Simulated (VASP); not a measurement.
Computed with r2SCAN meta-GGA with spin-orbit coupling, VASP's PBE PAW potentials (set 64) (plane waves; VASP).

The input files of a VASP run:

**INCAR**
```
# general
SYSTEM     = WC
PREC       = Accurate
ENCUT      = 520
LREAL      = .FALSE.
LASPH      = .TRUE.

# electronic loop
EDIFF      = 1E-6
NELM       = 100
ALGO       = Normal
LMAXMIX    = 6
LMIXTAU    = .TRUE.

# smearing
ISMEAR     = 0
SIGMA      = 0.05

# functional
METAGGA    = R2SCAN
GGA_COMPAT = .FALSE.

# spin
MAGMOM     = 0 0 0 0 0 0
LSORBIT    = .TRUE.

# output
LWAVE      = .FALSE.
LCHARG     = .FALSE.
```

File KPOINTS:
```
Regular mesh
0
Gamma
 13 13 13
```

**KPOINTS_OPT**
```
k-points along high-symmetry lines
8
Line-mode
Reciprocal
  0.000000   0.000000   0.000000 ! GAMMA
  0.500000   0.000000   0.500000 ! X

  0.500000   0.000000   0.500000 ! X
  0.625000   0.250000   0.625000 ! U

  0.375000   0.375000   0.750000 ! K
  0.000000   0.000000   0.000000 ! GAMMA

  0.000000   0.000000   0.000000 ! GAMMA
  0.500000   0.500000   0.500000 ! L

  0.500000   0.500000   0.500000 ! L
  0.500000   0.250000   0.750000 ! W

  0.500000   0.250000   0.750000 ! W
  0.500000   0.000000   0.500000 ! X
```

**POSCAR**
```
WC
3.0902530
  0.0000000000   0.7071067053   0.7071067053
  0.7071067053   0.0000000000   0.7071067053
  0.7071067053   0.7071067053   0.0000000000
C W
1 1
Cart
  0.0000000000   0.0000000000   0.0000000000
  0.7071067053   0.7071067053   0.7071067053
```

POTCAR, in this order: C W_sv (PBE.64 set). Program: vasp_ncl.

Question: Estimate the energy per atom (σ→0), pressure, band gap (over mesh and band path).

Answer: 
The energy per atom (σ→0) is -30.674 eV/atom and the band gap (over mesh and band path) is none (metal, semimetal or under 0.01 eV). The pressure is 11.0 kbar.

**OSZICAR**
```
...
DAV:  11    -0.613488564845E+02   -0.30256E-03   -0.72886E-04  4522   0.245E-01    0.170E-01
DAV:  12    -0.613490530932E+02   -0.19661E-03   -0.56040E-04  4472   0.280E-01    0.283E-02
DAV:  13    -0.613491114320E+02   -0.58339E-04   -0.10950E-04  4756   0.111E-01    0.318E-02
DAV:  14    -0.613490897447E+02    0.21687E-04   -0.11005E-04  4816   0.887E-02    0.176E-02
DAV:  15    -0.613491174263E+02   -0.27682E-04   -0.52806E-05  4812   0.591E-02    0.437E-03
DAV:  16    -0.613491180785E+02   -0.65222E-06   -0.22934E-06  3820   0.164E-02
   1 F= -.61349118E+02 E0= -.61348628E+02  d E =-.981116E-03  mag=     0.0000    -0.0000    -0.0000
       N       E                     dE             ncg
```

The structure was generated: WC was put into the rocksalt type (Fm-3m), which need not be its known phase. It was relaxed first, which changed the volume by -13 %. VASP warned that the highest band is occupied, so more bands are needed.
